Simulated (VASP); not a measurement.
# La2O3: cell size against the level of theory

Which functional gives the lattice of La2O3 as experiment finds it, and is a dearer one worth its cost? The levels: LDA, PBE, r2SCAN, PBE + D3(BJ), r2SCAN + rVV10, RPBE, r2SCAN + D4 and optB88-vdW. The start is a computed cell from the Materials Project.

Method: LDA; plane waves and PAW (La, O), in the first sound run; inputs show where later runs differ, in VASP 6.6.1.

Experimental background.

“Electronic Percolation Threshold of Self-Standing Ag-LaCoO3 Porous Electrodes for Practical Applications” (2019, pmc:6696329) reports for La2O3, P-3m1 lanthanum oxide, by powder XRD (commercial precursor powder): lattice constant a 0.3937 nm [mixed-phase precursor powder, partly converted to La(OH)3; paper miscalls the phase …]; lattice constant c 0.6132 nm [mixed-phase precursor powder, partly converted to La(OH)3; paper miscalls the phase …].

## (1) The starting structure

Before any relaxation, the start is as follows. It takes space group P-3m1 (No. 164, trigonal). Conventional cell: a = 3.931 Å, b = 3.931 Å, c = 6.112 Å, α = 90.00°, β = 90.00°, γ = 120.00°. Nearest to La lie 7 O at 2.36 to 2.72 Å. Nearest to O lie 4 La at 2.36 to 2.44 Å. Nearest to O lie 6 La at 2.72 Å. Farther neighbours and most contacts between anions are not listed.

## (2) Relaxation with LDA

The start need not lie at this functional's minimum. ISIF = 3 frees volume, shape and positions, and EDIFFG sets the threshold on forces and stress at which the search stops. LDA, the lowest rung, knows the local density alone.

File INCAR:

```
SYSTEM = La2O3
PREC = Accurate
ENCUT = 560
EDIFF = 1E-06
NELM = 100
ISMEAR = -1
SIGMA = 0.05
LREAL = .FALSE.
ALGO = Normal
GGA = CA
NBANDS = 26
LASPH = .TRUE.
LORBIT = 11
LWAVE = .FALSE.
LCHARG = .FALSE.
KPAR = 4
IBRION = 2
NSW = 60
ISIF = 3
EDIFFG = -0.01
```

File POSCAR:

```
La2O3
1.0
    3.9307778780      0.0000000000      0.0000000000
   -1.9653889390      3.4041534990      0.0000000000
    0.0000000000      0.0000000000      6.1119535200
La O
2 3
Direct
    0.6666666700      0.3333333300      0.7537643200
    0.3333333300      0.6666666700      0.2462356800
    0.6666666700      0.3333333300      0.3541093500
    0.3333333300      0.6666666700      0.6458906500
    0.0000000000      0.0000000000      0.0000000000
```

File KPOINTS:

```
Automatic mesh
0
Gamma
7 7 4
0 0 0
```

PAW data sets: La and O (PBE family, release 64).

Started as:

```bash
> mpirun -np 4 vasp_std
```

The log of the run:

```text
[banner, memory and clock lines left out]
running    4 mpi-ranks, on    1 nodes
 distrk:  each k-point on    1 cores,    4 groups
 distr:  one band on    1 cores,    1 groups

 POSCAR found type information on POSCAR LaO
 POSCAR found :  2 types and       5 ions
|                                                                             |
|               ----> ADVICE to this user running VASP <----                  |
|                                                                             |
|     You enforced a specific xc type in the INCAR file but a different       |
|     [... a line on the potential file left out ...]
|     I HOPE YOU KNOW WHAT YOU ARE DOING!                                     |
|                                                                             |

 LDA part: xc-table for (Slater(with rela. corr.)+CA(PZ))
 , standard interpolation
 POSCAR, INCAR and KPOINTS ok, starting setup
 FFT: planning ... GRIDC
 FFT: planning ... GRID_SOFT
 FFT: planning ... GRID
 WAVECAR not read
 entering main loop
       N       E                     dE             d eps       ncg     rms          rms(c)
DAV:   1     0.479853861851E+03    0.47985E+03   -0.16332E+04  1480   0.248E+03
DAV:   2     0.860614714165E+02   -0.39379E+03   -0.38321E+03  2064   0.382E+02
DAV:   3    -0.342136158967E+02   -0.12028E+03   -0.11719E+03  2528   0.209E+02
DAV:   4    -0.502016283888E+02   -0.15988E+02   -0.15958E+02  2474   0.819E+01
DAV:   5    -0.512254708468E+02   -0.10238E+01   -0.10232E+01  2488   0.239E+01    0.139E+01
DAV:   6    -0.461923887706E+02    0.50331E+01   -0.46225E+01  2288   0.393E+01    0.757E+00
DAV:   7    -0.460613162227E+02    0.13107E+00   -0.55201E+00  2832   0.224E+01    0.337E+00
DAV:   8    -0.459793838211E+02    0.81932E-01   -0.58223E-01  2480   0.599E+00    0.122E+00
DAV:   9    -0.459597143826E+02    0.19669E-01   -0.82503E-02  2640   0.227E+00    0.364E-01
DAV:  10    -0.459605063677E+02   -0.79199E-03   -0.25158E-02  2432   0.104E+00    0.185E-01
DAV:  11    -0.459608103439E+02   -0.30398E-03   -0.87035E-03  2704   0.686E-01    0.130E-01
DAV:  12    -0.459606090737E+02    0.20127E-03   -0.29047E-03  2496   0.317E-01    0.349E-02
DAV:  13    -0.459606296058E+02   -0.20532E-04   -0.70239E-04  2560   0.180E-01    0.308E-02
DAV:  14    -0.459606141889E+02    0.15417E-04   -0.15332E-04  2600   0.104E-01    0.431E-03
DAV:  15    -0.459606148096E+02   -0.62068E-06   -0.93303E-06  2152   0.249E-02
   1 F= -.45960615E+02 E0= -.45960615E+02  d E =-.459606E+02
 curvature:   0.00 expect dE= 0.000E+00 dE for cont linesearch  0.000E+00
 trial: gam= 0.00000 g(F)=  0.233E-02 g(S)=  0.291E+00 ort = 0.000E+00 (trialstep = 0.100E+01)
 search vector abs. value=  0.293E+00
 bond charge predicted
       N       E                     dE             d eps       ncg     rms          rms(c)
DAV:   1    -0.478921448372E+02   -0.19315E+01   -0.60342E+01  2012   0.649E+01    0.994E+00
DAV:   2    -0.462530177791E+02    0.16391E+01   -0.88580E+00  2490   0.252E+01    0.286E+00
DAV:   3    -0.459691307412E+02    0.28389E+00   -0.73249E-01  2268   0.101E+01    0.121E+00
DAV:   4    -0.459293845314E+02    0.39746E-01   -0.43318E-01  2638   0.642E+00    0.487E-01
DAV:   5    -0.459296137819E+02   -0.22925E-03   -0.53491E-02  2618   0.198E+00    0.302E-01
DAV:   6    -0.459306673420E+02   -0.10536E-02   -0.46105E-03  2744   0.552E-01    0.247E-01
DAV:   7    -0.459322621419E+02   -0.15948E-02   -0.19438E-03  2832   0.362E-01    0.139E-01
DAV:   8    -0.459322376139E+02    0.24528E-04   -0.16942E-03  2512   0.315E-01    0.258E-02
DAV:   9    -0.459322475036E+02   -0.98896E-05   -0.18265E-04  2584   0.148E-01    0.172E-02
DAV:  10    -0.459322474159E+02    0.87639E-07   -0.16084E-05  2622   0.375E-02    0.640E-03
DAV:  11    -0.459322491343E+02   -0.17184E-05   -0.16727E-05  2354   0.293E-02    0.835E-03
DAV:  12    -0.459322483427E+02    0.79157E-06   -0.89837E-06  2060   0.223E-02
   2 F= -.45932248E+02 E0= -.45932248E+02  d E =0.283665E-01
[... from here on, the cycles between the ionic steps are left out ...]
   3 F= -.46031176E+02 E0= -.46031176E+02  d E =-.705612E-01
   4 F= -.46031178E+02 E0= -.46031178E+02  d E =-.705628E-01
   5 F= -.46036445E+02 E0= -.46036445E+02  d E =-.526742E-02
   6 F= -.46036800E+02 E0= -.46036800E+02  d E =-.562227E-02
   7 F= -.46037706E+02 E0= -.46037706E+02  d E =-.906503E-03
   8 F= -.46037942E+02 E0= -.46037942E+02  d E =-.114242E-02
   9 F= -.46038126E+02 E0= -.46038126E+02  d E =-.183887E-03
  10 F= -.46038183E+02 E0= -.46038183E+02  d E =-.240504E-03
  11 F= -.46038403E+02 E0= -.46038403E+02  d E =-.219687E-03
 trial-energy change:   -0.000220  1 .order   -0.000215   -0.000333   -0.000097
 step:   1.4302(harm=  1.4907)  dis= 0.00414  next Energy=   -46.038420 (dE=-0.237E-03)
 bond charge predicted
       N       E                     dE             d eps       ncg     rms          rms(c)
DAV:   1    -0.460383323840E+02    0.70400E-04   -0.15772E-02  1856   0.872E-01    0.210E-02
DAV:   2    -0.460384286430E+02   -0.96259E-04   -0.10147E-03  2116   0.371E-01    0.144E-02
DAV:   3    -0.460384293258E+02   -0.68278E-06   -0.54186E-05  2654   0.750E-02    0.115E-02
DAV:   4    -0.460384258397E+02    0.34861E-05   -0.33863E-05  2256   0.444E-02    0.539E-03
DAV:   5    -0.460384257140E+02    0.12563E-06   -0.60781E-06  2100   0.236E-02
  12 F= -.46038426E+02 E0= -.46038426E+02  d E =-.242860E-03
 curvature:  -1.16 expect dE=-0.180E-04 dE for cont linesearch -0.897E-06
 trial: gam= 0.00325 g(F)=  0.854E-05 g(S)=  0.696E-05 ort = 0.197E-04 (trialstep = 0.113E+01)
 search vector abs. value=  0.156E-04
 reached required accuracy - stopping structural energy minimisation
```

The job ended after 5 min (4 MPI ranks of AMD EPYC 7R43, shared host; peak memory 0.79 GiB; 20 min of CPU time).

The logs omit lines about the potential files and the build; timing stands in the text.

From OUTCAR (step 2):

```text
ion  position               nearest neighbor table
   1  0.667  0.333  0.754-   4 2.36   4 2.36   4 2.36   3 2.44   5 2.72   5 2.72   5 2.72
   2  0.333  0.667  0.246-   3 2.36   3 2.36   3 2.36   4 2.44   5 2.72   5 2.72   5 2.72
   3  0.667  0.333  0.354-   2 2.36   2 2.36   2 2.36   1 2.44
   4  0.333  0.667  0.646-   1 2.36   1 2.36   1 2.36   2 2.44
   5  0.000  0.000  0.000-   1 2.72   2 2.72   1 2.72   2 2.72   1 2.72   2 2.72

  LATTYP: Found a hexagonal cell.
 ALAT       =     3.9307778780
 C/A-ratio  =     1.5548966921

 Subroutine GETGRP returns: Found 12 space group operations
 (whereof 12 operations were pure point group operations)

The static configuration has the point symmetry D_3d.

 Found     28 irreducible k-points:

   k-points           NKPTS =     28   k-points in BZ     NKDIM =     28   number of bands    NBANDS=     26

   dimension x,y,z NGX =    30 NGY =   30 NGZ =   48
   dimension x,y,z NGXF=    60 NGYF=   60 NGZF=   96

   ENCUT  =  560.0 eV  41.16 Ry    6.42 a.u.   7.58  7.58 11.79*2*pi/ulx,y,z

   NELECT =      40.0000    total number of electrons

 k-points in reciprocal lattice and weights: Automatic mesh
   0.00000000  0.00000000  0.00000000       0.005
   0.14285714  0.00000000  0.00000000       0.031
   0.28571429  0.00000000  0.00000000       0.031
   0.42857143  0.00000000  0.00000000       0.031
   0.14285714  0.14285714  0.00000000       0.031
   0.28571429  0.14285714  0.00000000       0.061
   0.42857143  0.14285714  0.00000000       0.031
   0.28571429  0.28571429  0.00000000       0.031
   0.00000000  0.00000000  0.25000000       0.010
[...]
0.42857143  0.14285714  0.50000000       0.031
   0.28571429  0.28571429  0.50000000       0.031

 average (electrostatic) potential at core
       1 -94.1755       2 -94.1755       3 -66.5208       4 -66.5208       5 -66.0199

 E-fermi :   7.3318

 k-point     1 :       0.0000    0.0000    0.0000
  band No.  band energies     occupation
    ...
     16       3.9944      2.00000
     17       4.3064      2.00000
     18       5.6596      2.00000
     19       5.6596      2.00000
     20       5.9468      2.00000
     21      10.4627      0.00000
     22      10.6648      0.00000
     23      10.6648      0.00000
     24      11.5445      0.00000
     25      11.7358      0.00000
    ...

 k-point     2 :       0.1429    0.0000    0.0000
  band No.  band energies     occupation
    ...
     16       4.0790      2.00000
     17       4.8410      2.00000
     18       5.3691      2.00000
     19       5.6620      2.00000
     20       5.8840      2.00000
     21      10.5727      0.00000
     22      10.7413      0.00000
     23      10.8469      0.00000
     24      11.5728      0.00000
     25      11.6834      0.00000
    ...

 k-point     3 :       0.2857    0.0000    0.0000
  band No.  band energies     occupation
    ...
     16       4.5809      2.00000
     17       5.0131      2.00000
     18       5.2276      2.00000
     19       5.7455      2.00000
     20       5.8628      2.00000
     21      10.2442      0.00000
     22      10.8858      0.00000
     23      11.2309      0.00000
     24      11.6039      0.00000
     25      11.6187      0.00000
    ...

  Total        0.0182015      0.0182015      0.0076575      0.0000000      0.0000000      0.0000000
  in kB        0.3751833      0.3751833      0.1578419      0.0000000      0.0000000      0.0000000
  external PRESSURE =       0.3027362 kB  Pullay stress =       0.0000000 kB

  energy-cutoff  :      560.00
  volume of cell :       77.73
      direct lattice vectors                 reciprocal lattice vectors
     3.884086988 -0.000000000  0.000000000     0.257460763  0.148645041 -0.000000000
    -1.942043494  3.363718002  0.000000000     0.000000000  0.297290082 -0.000000000
     0.000000000  0.000000000  5.949298540    -0.000000000 -0.000000000  0.168087043

 POSITION                                       TOTAL-FORCE (eV/Angst)
 -----------------------------------------------------------------------------------
      1.94204      1.12124      4.49864         0.000000     -0.000000     -0.005979
     -0.00000      2.24248      1.45066         0.000000      0.000000      0.005979
      1.94204      1.12124      2.10309        -0.000000     -0.000000     -0.007267
     -0.00000      2.24248      3.84621         0.000000      0.000000      0.007267
      0.00000      0.00000      0.00000        -0.000000     -0.000000      0.000000
 -----------------------------------------------------------------------------------
    total drift:                               -0.000000      0.000000      0.000000

  FREE ENERGIE OF THE ION-ELECTRON SYSTEM (eV)
  ---------------------------------------------------
  free  energy   TOTEN  =       -46.0384257140 eV

  energy  without entropy=      -46.0384257140  energy(sigma->0) =      -46.03842571

 reached required accuracy - stopping structural energy minimisation

 total charge
# of ion       s       p       d       f       tot
--------------------------------------------------
    1        2.050   5.671   0.692   0.267   8.679
    2        2.050   5.671   0.692   0.267   8.679
    3        1.557   3.458   0.000   0.000   5.015
    4        1.557   3.458   0.000   0.000   5.015
    5        1.542   3.378   0.000   0.000   4.919
--------------------------------------------------
tot          8.755  21.635   1.383   0.534  32.307

[... 3 further parts left out ...]
```

CONTCAR:

```
La2O3
   1.00000000000000
     3.8840869881423576   -0.0000000000000000    0.0000000000000000
    -1.9420434940711788    3.3637180022573276    0.0000000000000000
     0.0000000000000000    0.0000000000000000    5.9492985402043823
  La              O
     2     3
Direct
     0.6666666699999979    0.3333333300000021    0.7561627469262627
     0.3333333300000021    0.6666666699999979    0.2438372530737372
     0.6666666699999979    0.3333333300000021    0.3535020882771687
     0.3333333300000021    0.6666666699999979    0.6464979117228311
     0.0000000000000000    0.0000000000000000    0.0000000000000000
```

The gap is read on the k-mesh alone, so it is an upper bound where the band edges lie off the mesh. The PAW data sets were made with PBE, though LDA sets exist; this is a small mismatch. The run keeps the 12 symmetry operations of its start, so it cannot find a distortion of lower symmetry.

Relaxation path:

```
step  energy less that of the first step (eV)  largest force (eV/Å)  pressure (GPa)  volume (Å³)
   1                                   0.0000                0.1542           -6.20        81.78
   2                                   0.0284                0.8104            8.41        74.52
   3                                  -0.0706                0.2589           -0.18        78.34
   4                                  -0.0706                0.2677           -0.05        78.27
   5                                  -0.0758                0.0428            0.04        77.96
   6                                  -0.0762                0.0404            0.08        77.85
   7                                  -0.0771                0.0451           -0.09        77.89
   8                                  -0.0773                0.0496           -0.25        77.93
   9                                  -0.0775                0.0546            0.28        77.65
  10                                  -0.0776                0.0382            0.09        77.74
  11                                  -0.0778                0.0126            0.04        77.73
  12                                  -0.0778                0.0073            0.03        77.73
```

```
conventional cell, symmetrised  before  after  change
                         a (Å)   3.931  3.884  -1.2 %
                         b (Å)   3.931  3.884  -1.2 %
                         c (Å)   6.112  5.949  -2.7 %
              volume (Å³/atom)   16.36  15.55  -5.0 %
```

The atoms that moved most (Å, as changes of fractional coordinates times the final cell):

```
atom     dx     dy      dz  length
 La2  0.000  0.000  -0.014   0.014
 La1  0.000  0.000   0.014   0.014
```

The relaxed structure:

```xyz
5
Lattice="3.8841 0.0000 0.0000 -1.9420 3.3637 0.0000 0.0000 0.0000 5.9493" Properties=species:S:1:pos:R:3 pbc="T T T"
La    1.9420    1.1212    4.4986
La    0.0000    2.2425    1.4507
O     1.9420    1.1212    2.1031
O     0.0000    2.2425    3.8462
O     0.0000    0.0000    0.0000
```

This step gave:

```yaml
electrons: 40
bands: 26
irreducible_k_points: 28
symmetry_operations: 12
free_energy_toten: -46.04 eV
fermi_energy: 7.332 eV
pressure: 0.03027 GPa
metallic: no
valence_top_at_k: 0.2857, 0.2857, 0.5
conduction_bottom_at_k: 0.2857, 0.2857, 0
least_direct_gap_at_k: 0.2857, 0.2857, 0
scf_cycles_over_all_ionic_steps: 96
gap_on_the_k_mesh: 3.836 eV
least_direct_gap_on_the_k_mesh: 3.961 eV
```

It ends with a largest force of 0.007 eV/Å and a pressure of 0.03 GPa. The conventional cell has a = 3.884 and c = 5.949 Å.

[end of part 1 of 3]

[Lines on the potential files, build, host, timing and source positions are cut from VASP's logs without a mark.]

[Logs are printed without paths, hosts, clocks, repeated set-up lines and the standing remarks that a program may print on its own settings, such as how far it seeks lower states.]

[Hosts, paths, dates, database ids (printed as entryN), source tags and the programs' standing remarks are cut or masked in the printed files.]

[A measured line is paired with the nearest computed mode of its activity, which favours agreement.]
